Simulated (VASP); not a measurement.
All values below come from PBE GGA, VASP's PBE PAW potentials (set 64) (plane waves; VASP).

The input files of a VASP run:

### INCAR
```
SYSTEM = TmN
PREC = Accurate
ENCUT = 450
EDIFF = 1E-6
NELM = 100
ALGO = Normal
LREAL = .FALSE.
LASPH = .TRUE.
ISMEAR = 0
SIGMA = 0.05
GGA = PE
LMAXMIX = 6
LWAVE = .FALSE.
LCHARG = .FALSE.
ISIF = 2
```

POSCAR:
```
TmN
1
    2.8500000000     0.0000000000     0.0000000000
    0.0000000000     2.8500000000     0.0000000000
    0.0000000000     0.0000000000     2.8500000000
Tm N
1 1
Direct
  0.0000000000   0.0000000000   0.0000000000
  0.5000000000   0.5000000000   0.5000000000
```

File KPOINTS:
```
kpoints
0
gamma
8 8 8
0 0 0
```

POTCAR, in this order: Tm_3 N (PBE.64 set). Program: vasp_std.

The run wrote:

**OSZICAR**
```
       N       E                     dE             d eps       ncg     rms          rms(c)
DAV:   1     0.640484927410E+02    0.64048E+02   -0.62158E+03   826   0.116E+03
DAV:   2    -0.929387327516E+01   -0.73342E+02   -0.66402E+02   932   0.309E+02
DAV:   3    -0.164200879878E+02   -0.71262E+01   -0.63715E+01  1189   0.711E+01
DAV:   4    -0.165920953308E+02   -0.17201E+00   -0.17126E+00  1190   0.915E+00
DAV:   5    -0.165936427324E+02   -0.15474E-02   -0.15472E-02  1008   0.633E-01    0.271E+01
DAV:   6    -0.144190134313E+02    0.21746E+01   -0.11567E+01  1117   0.269E+01    0.238E+01
DAV:   7    -0.143664166761E+02    0.52597E-01   -0.54826E-01  1110   0.679E+00    0.148E+01
DAV:   8    -0.143748128589E+02   -0.83962E-02   -0.82293E-02  1190   0.344E+00    0.169E+00
DAV:   9    -0.143734204709E+02    0.13924E-02   -0.28218E-03   967   0.475E-01    0.458E-01
DAV:  10    -0.143732818629E+02    0.13861E-03   -0.10911E-03  1147   0.315E-01    0.898E-02
DAV:  11    -0.143732714874E+02    0.10375E-04   -0.42966E-05   964   0.582E-02    0.838E-03
DAV:  12    -0.143732702467E+02    0.12407E-05   -0.29570E-06   907   0.214E-02    0.375E-03
DAV:  13    -0.143732702512E+02   -0.44870E-08   -0.17205E-07   544   0.423E-03
   1 F= -.14373270E+02 E0= -.14372967E+02  d E =-.606499E-03
```

**OUTCAR**
```
------------------------ aborting loop because EDIFF is reached ----------------------------------------
  FORCE on cell =-STRESS in cart. coord.  units (eV):
  Direction    XX          YY          ZZ          XY          YZ          ZX
  --------------------------------------------------------------------------------------
  Total        2.6420305      2.6420305      2.6420305     -0.0000000      0.0000000      0.0000000
  in kB      182.8579453    182.8579453    182.8579453     -0.0000000      0.0000000      0.0000000
  external PRESSURE =     182.8579453 kB  Pullay stress =       0.0000000 kB
  volume of cell :       23.15
      direct lattice vectors                 reciprocal lattice vectors
     2.850000000  0.000000000  0.000000000     0.350877193  0.000000000  0.000000000
     0.000000000  2.850000000  0.000000000     0.000000000  0.350877193  0.000000000
     0.000000000  0.000000000  2.850000000     0.000000000  0.000000000  0.350877193
 POSITION                                       TOTAL-FORCE (eV/Angst)
 -----------------------------------------------------------------------------------
      0.00000      0.00000      0.00000         0.000000      0.000000      0.000000
      1.42500      1.42500      1.42500         0.000000      0.000000      0.000000
 -----------------------------------------------------------------------------------
    total drift:                                0.000000      0.000000      0.000000
  FREE ENERGIE OF THE ION-ELECTRON SYSTEM (eV)
  ---------------------------------------------------
  free  energy   TOTEN  =       -14.3732702512 eV

  energy  without entropy=      -14.3726637522  energy(sigma->0) =      -14.37296700
```
(Selected blocks of OUTCAR.)

The 4f electrons are frozen in the core of the lanthanide potential, so 4f levels, which can set the real gap, and their magnetism are missing. At this cut-off the stress carries a Pulay error, which pulls relaxed volumes low.

The structure was generated: TmN was put into the CsCl type (Pm-3m), which need not be its known phase. The cell was not relaxed at this level. The run is one of a series of settings (ENCUT = 450 against the base run), some of them coarse on purpose.
